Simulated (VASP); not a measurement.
# GeCN2 (R-3m) in VASP: settings compared

The runs below take GeCN2 through relaxation of cell and atoms, with PBE, LDA.

Program: VASP 6.6.1. These are calculated values, not measurements. Logs are shortened: lines on timing, memory, paths and dates and some standing lists are left out, and cuts for length are marked.

## Step 1: Starting point

The structure is trigonal, space group R-3m (No. 166). Conventional cell: a = 3.588 Å, b = 3.588 Å, c = 14.766 Å, α = 90.00°, β = 90.00°, γ = 120.00°. Around Ge (site symmetry -3m) lie 6 N at 2.40 Å. N (site symmetry 3m) has 1 C at 1.24 Å as nearest neighbours. C (site symmetry -3m) has 2 N at 1.24 Å as nearest neighbours.

The cell comes from a database or a generator and needn't be the stable form of this composition.

## Step 2: Relaxation of cell and atoms, PBE

INCAR

```
PREC = Accurate
ENCUT = 600
EDIFF = 1E-6
ISMEAR = 0
SIGMA = 0.02
LREAL = False
LASPH = True
NELM = 60
ALGO = Normal
ISIF = 3
LWAVE = False
LCHARG = False
GGA = PE
IBRION = 2
NSW = 40
EDIFFG = -0.005
KPAR = 2
```

KPOINTS

```
Automatic mesh
0
Gamma
  8 8 8
```

POSCAR

```
GeCN2
1.0
    1.7937903697      1.0356453528      4.9219572124
   -1.7937903697      1.0356453528      4.9219572124
    0.0000000000     -2.0712907056      4.9219572124
Ge N C
1 2 1
Direct
    0.0000000000      0.0000000000      0.0000000000
    0.5839044000      0.5839044000      0.5839044000
    0.4160956000      0.4160956000      0.4160956000
    0.5000000000      0.5000000000      0.5000000000
```

Potentials or basis: VASP PAW PBE potentials, release 64 (Ge_d, N, C).

Started as:

```sh
> cat potpaw_PBE.64/Ge_d/POTCAR potpaw_PBE.64/N/POTCAR potpaw_PBE.64/C/POTCAR > POTCAR
> mpirun -np 2 vasp_std > vasp.out
```

OUTCAR:

```text
PREC = Accurate
   ENCUT = 600
   EDIFF = 1E-6
   ISMEAR = 0
   LREAL = False
   LASPH = True
   NELM = 60
   ISIF = 3
   GGA = PE
   IBRION = 2
   NSW = 40
   EDIFFG = -0.005

 ion  position               nearest neighbor table
   1  0.000  0.000  0.000-
   2  0.584  0.584  0.584-   4 1.24
   3  0.416  0.416  0.416-   4 1.24
   4  0.500  0.500  0.500-   2 1.24   3 1.24

  LATTYP: Found a trigonal (rhomboedric) cell.
 ALAT       =     5.3400288377
 COS(alpha) =     0.7743235887

  Lattice vectors:

 A1 = (   1.7937903697,   1.0356453528,   4.9219572124)
 A2 = (  -1.7937903697,   1.0356453528,   4.9219572124)
 A3 = (   0.0000000000,  -2.0712907056,   4.9219572124)

Analysis of symmetry for initial positions (statically):
=====================================================================
 Subroutine PRICEL returns:
 Original cell was already a primitive cell.

 Routine SETGRP: Setting up the symmetry group for a
 trigonal (rhombohedral) supercell.

 Subroutine GETGRP returns: Found 12 space group operations
 (whereof 12 operations were pure point group operations)
 out of a pool of 12 trial point group operations.

The static configuration has the point symmetry D_3d.

Analysis of symmetry for dynamics (positions and initial velocities):
=====================================================================
 Subroutine PRICEL returns:
 Original cell was already a primitive cell.

 Routine SETGRP: Setting up the symmetry group for a
 trigonal (rhombohedral) supercell.

 Subroutine GETGRP returns: Found 12 space group operations
 (whereof 12 operations were pure point group operations)
 out of a pool of 12 trial point group operations.

The dynamic configuration has the point symmetry D_3d.

 Subroutine INISYM returns: Found 12 space group operations
 (whereof 12 operations are pure point group operations),
 and found     1 'primitive' translations

----------------------------------------------------------------------------------------

                                     Primitive cell

  volume of cell :      54.8620

  direct lattice vectors                    reciprocal lattice vectors
     1.793790370  1.035645353  4.921957212     0.278739371  0.160930251  0.067723737
    -1.793790370  1.035645353  4.921957212    -0.278739371  0.160930251  0.067723737
     0.000000000 -2.071290706  4.921957212     0.000000000 -0.321860502  0.067723737

  length of vectors
     5.340028838  5.340028838  5.340028838     0.328908327  0.328908327  0.328908327

  position of ions in fractional coordinates (direct lattice)
     0.000000000  0.000000000  0.000000000
     0.583904400  0.583904400  0.583904400
     0.416095600  0.416095600  0.416095600
     0.500000000  0.500000000  0.500000000

  ion indices of the primitive-cell ions
   primitive index   ion index
                 1           1
                 2           2
                 3           3
                 4           4

----------------------------------------------------------------------------------------

 KPOINTS: Automatic mesh

Automatic generation of k-mesh.
 Grid dimensions read from file:
 generate k-points for:    8    8    8

 Generating k-lattice:

  Cartesian coordinates                     Fractional coordinates (reciprocal lattice)
     0.034842421  0.020116281  0.008465467     0.125000000  0.000000000  0.000000000
    -0.034842421  0.020116281  0.008465467     0.000000000  0.125000000  0.000000000
     0.000000000 -0.040232563  0.008465467     0.000000000  0.000000000  0.125000000

  Length of vectors
     0.041113541  0.041113541  0.041113541

  Shift w.r.t. Gamma in fractional coordinates (k-lattice)
     0.000000000  0.000000000  0.000000000

 Subroutine IBZKPT returns following result:
 ===========================================

 Found     65 irreducible k-points:

 Following reciprocal coordinates:
            Coordinates               Weight
  0.000000  0.000000  0.000000      1.000000
  0.125000 -0.000000 -0.000000      6.000000
  0.250000 -0.000000 -0.000000      6.000000
  0.375000 -0.000000 -0.000000      6.000000
  0.500000 -0.000000 -0.000000      3.000000
  0.125000  0.125000 -0.000000      6.000000
[... 16 lines left out ...]
  0.250000  0.125000  0.125000      6.000000
  0.375000  0.125000  0.125000      6.000000
 [... further k-points ...]
   k-points           NKPTS =     65   k-points in BZ     NKDIM =     65   number of bands    NBANDS=     18
   number of dos      NEDOS =    301   number of ions     NIONS =      4
   total plane-waves  NPLWV = 110592
   dimension x,y,z NGX =    48 NGY =   48 NGZ =   48
   dimension x,y,z NGXF=    96 NGYF=   96 NGZF=   96
   ions per type =               1   2   1
   NGX,Y,Z   is equivalent  to a cutoff of  14.94, 14.94, 14.94 a.u.
   NGXF,Y,Z  is equivalent  to a cutoff of  29.89, 29.89, 29.89 a.u.
 SYSTEM =  unknown system
   PREC   = accura    normal or accurate (medium, high low for compatibility)
   ISTART =      0    job   : 0-new  1-cont  2-samecut
   ICHARG =      2    charge: 1-file 2-atom 10-const
   ISPIN  =      1    spin polarized calculation?
   LNONCOLLINEAR =      F non collinear calculations
   LSORBIT =      F    spin-orbit coupling
   LASPH  =      T    aspherical Exc in radial PAW
   ENCUT  =  600.0 eV  44.10 Ry    6.64 a.u.  10.67 10.67 10.67*2*pi/ulx,y,z
   NELM   =     60;   NELMIN=  2; NELMDL= -5     # of ELM steps
   EDIFF  = 0.1E-05   stopping-criterion for ELM
   LREAL  =      F    real-space projection
   EDIFFG = -.5E-02   stopping-criterion for IOM
   NSW    =     40    number of steps for IOM
   IBRION =      2    ionic relax: 0-MD 1-quasi-New 2-CG
   NFREE  =      1    steps in history (QN), initial steepest desc. (CG)
   ISIF   =      3    stress and relaxation
   ISYM   =      2    0-nonsym 1-usesym 2-fastsym
   POTIM  = 0.5000    time-step for ionic-motion
   TEBEG  =    0.0;   TEEND  =   0.0 temperature during run
   PSTRESS=    0.0 pullay stress
   NELECT =      28.0000    total number of electrons
   NUPDOWN=      -1.0000    fix difference up-down
   EMIN   =  10.00;   EMAX   =-10.00  energy-range for DOS
   EFERMI =   0.00;   METHOD = LEGACY
   ISMEAR =     0;   SIGMA  =   0.02  broadening in eV -4-tet -1-fermi 0-gaus
   EFERMI_NEDOS =   21; number of points for ismear=-14 and -15
   IALGO  =     38    algorithm
   IMIX   =      4    mixing-type and parameters
     AMIX     =   0.40;   BMIX     =  1.00
     AMIX_MAG =   1.60;   BMIX_MAG =  1.00
  volume/ion in A,a.u.               =      13.72        92.56
  Fermi-wavevector in a.u.,A,eV,Ry     =   1.308289  2.472307 23.287992  1.711619
  Thomas-Fermi vector in A             =   2.438966
   LORBIT       =      0    0 simple, 1 ext, 2 COOP (PROOUT), +10 PAW based schemes
   GGA     = PE    functional components
   LHFCALC =     F    Hartree Fock is set to
   AEXX    =    0.0000 exact exchange contribution
   IVDW    =     0    specifies the selected vdW correction
   LEPSILON=     F    determine dielectric tensor
   LRPA    =     F    only Hartree local field effects (RPA)
 conjugate gradient relaxation of ions
 non-spin polarized calculation
 Gauss-broadening in eV      SIGMA  =   0.02
  energy-cutoff  :      600.00
  volume of cell :       54.86
 maximum number of plane-waves:      1849
 NGX is ok and might be reduce to    48
   NGX = 21   NGY = 21   NGZ = 21

--------------------------------------- Ionic step        1  -------------------------------------------

 number of electron      28.0000003 magnetization

 Free energy of the ion-electron system (eV)
  ---------------------------------------------------
  ext. energy  EPLUGINS =         0.00000000
  ---------------------------------------------------
  free energy    TOTEN  =       -29.17048617 eV

  energy without entropy =      -29.17048617  energy(sigma->0) =      -29.17048617

------------------------ aborting loop because EDIFF is reached ----------------------------------------

  FORCE on cell =-STRESS in cart. coord.  units (eV):
  Direction    XX          YY          ZZ          XY          YZ          ZX
  --------------------------------------------------------------------------------------
  -------------------------------------------------------------------------------------
  Total       -0.0703825     -0.0703825      0.0697155      0.0000000      0.0000000      0.0000000
  in kB       -2.0554323     -2.0554323      2.0359555      0.0000000      0.0000000      0.0000000
  external PRESSURE =      -0.6916364 kB  Pullay stress =       0.0000000 kB
[... 95 lines left out ...]
  FREE ENERGIE OF THE ION-ELECTRON SYSTEM (eV)
  ---------------------------------------------------
  free  energy   TOTEN  =       -29.1705456510 eV

  energy  without entropy=      -29.1705456510  energy(sigma->0) =      -29.17054565

[... ionic steps 4 to 10 ...]

--------------------------------------- Ionic step       11  -------------------------------------------

 number of electron      28.0000003 magnetization

------------------------ aborting loop because EDIFF is reached ----------------------------------------

  FORCE on cell =-STRESS in cart. coord.  units (eV):
  Direction    XX          YY          ZZ          XY          YZ          ZX
  --------------------------------------------------------------------------------------
  -------------------------------------------------------------------------------------
  Total        0.0078223      0.0078223     -0.0093897      0.0000000      0.0000000      0.0000000
  in kB        0.2287943      0.2287943     -0.2746398      0.0000000      0.0000000      0.0000000
  external PRESSURE =       0.0609829 kB  Pullay stress =       0.0000000 kB
[... 61 lines left out ...]
  energy  without entropy=      -29.1705653307  energy(sigma->0) =      -29.17056533

--------------------------------------- Ionic step       13  -------------------------------------------

 number of electron      28.0000003 magnetization

 Free energy of the ion-electron system (eV)
  ---------------------------------------------------
  ext. energy  EPLUGINS =         0.00000000
  ---------------------------------------------------
  free energy    TOTEN  =       -29.17056557 eV

  energy without entropy =      -29.17056557  energy(sigma->0) =      -29.17056557

 E-fermi :   3.7183     XC(G=0):  -9.6814

 val. band max:        3.5802904684   @ k =   0.5000   0.5000   0.1250
 cond. band min:       4.6150086116   @ k =   0.5000   0.5000   0.5000
 fundamental gap:      1.0347181433
 Fermi energy:         3.7183292304

 k-point     1 :       0.0000    0.0000    0.0000
  band No.  band energies     occupation
      1     -21.1879      2.00000
      2     -21.1837      2.00000
      3     -21.1837      2.00000
      4     -21.1740      2.00000
      5     -21.1740      2.00000
      6     -15.7029      2.00000
[... 10 lines left out ...]
     17       6.8123      0.00000
     18       8.6350      0.00000
[... 466 lines left out ...]
      2     -21.1817      2.00000
      3     -21.1794      2.00000
      4     -21.1755      2.00000
      5     -21.1752      2.00000
      6     -15.4940      2.00000
[... 10 lines left out ...]
     17       8.6679      0.00000
     18       9.3928      0.00000

 [... further k-points ...]

------------------------ aborting loop because EDIFF is reached ----------------------------------------

  FORCE on cell =-STRESS in cart. coord.  units (eV):
  Direction    XX          YY          ZZ          XY          YZ          ZX
  --------------------------------------------------------------------------------------
  -------------------------------------------------------------------------------------
  Total        0.0083843      0.0083843     -0.0067000      0.0000000      0.0000000      0.0000000
  in kB        0.2452181      0.2452181     -0.1959574      0.0000000      0.0000000      0.0000000
  external PRESSURE =       0.0981596 kB  Pullay stress =       0.0000000 kB
[... 19 lines left out ...]
  FREE ENERGIE OF THE ION-ELECTRON SYSTEM (eV)
  ---------------------------------------------------
  free  energy   TOTEN  =       -29.1705655734 eV

  energy  without entropy=      -29.1705655734  energy(sigma->0) =      -29.17056557

 reached required accuracy - stopping structural energy minimisation
```

Run time: 9.4 min. Hardware: 2 MPI ranks of AMD EPYC 7R13 (Zen 3), shared host; peak memory 0.37 GiB.

Results:

```
Free energy                            : -29.1706 eV
Relaxed volume                         : 13.70 Å³/atom
Relaxed cell                           : a = 5.338 Å, b = 5.338 Å, c = 5.338 Å, α = 39.24°, β = 39.24°, γ = 39.24°
Space group after relaxing (to 0.05 Å) : R-3m (No. 166)
Energy gained by relaxing              : 0.0 meV/atom
Ionic steps                            : 13
Pressure after relaxing                : 0.0 GPa
Largest force after relaxing           : 0.003 eV/Å
Band gap on the k mesh                 : 1.03 eV, indirect (least direct gap 1.98 eV)
```

Forces in eV/Å, atoms in the order of the input:
```
Ge   0.000  0.000  0.000
N    0.000  0.000 -0.003
N    0.000  0.000  0.003
C    0.000  0.000  0.000
```

Final structure:
```
CELL_PARAMETERS angstrom
1.79271 1.03502 4.92059
-1.79271 1.03502 4.92059
0.00000 -2.07004 4.92059
ATOMIC_POSITIONS crystal
Ge 0.00000 0.00000 0.00000
N 0.58398 0.58398 0.58398
N 0.41602 0.41602 0.41602
C 0.50000 0.50000 0.50000
```

Levels at points of the mesh, in eV from the valence-band top:
| k point | band 10 | band 11 | band 12 | band 13 | band 14 | band 15 | band 16 | band 17 | band 18 |
| --- | --- | --- | --- | --- | --- | --- | --- | --- | --- |
| (0.00, 0.00, 0.00) | -5.22 | -5.22 | -2.15 | -1.93 | -1.93 | 2.49 | 3.23 | 3.23 | 5.05 |
| (0.50, 0.00, 0.00) | -5.54 | -5.37 | -3.90 | -3.30 | -3.23 | 2.84 | 5.01 | 5.20 | 5.52 |
| (0.50, 0.50, 0.00) | -6.48 | -5.84 | -5.80 | -1.78 | -0.02 | 2.02 | 2.08 | 3.99 | 6.47 |
| (0.50, 0.50, 0.50) | -5.21 | -5.21 | -2.02 | -2.02 | -1.14 | 1.03 | 4.77 | 4.77 | 4.94 |

Caveat: the standard files for N, O and F lose accuracy on very short bonds. Expect the measured gap to be larger: semilocal functionals such as PBE lack the derivative discontinuity.

(Part 1 of 2 ends here.)
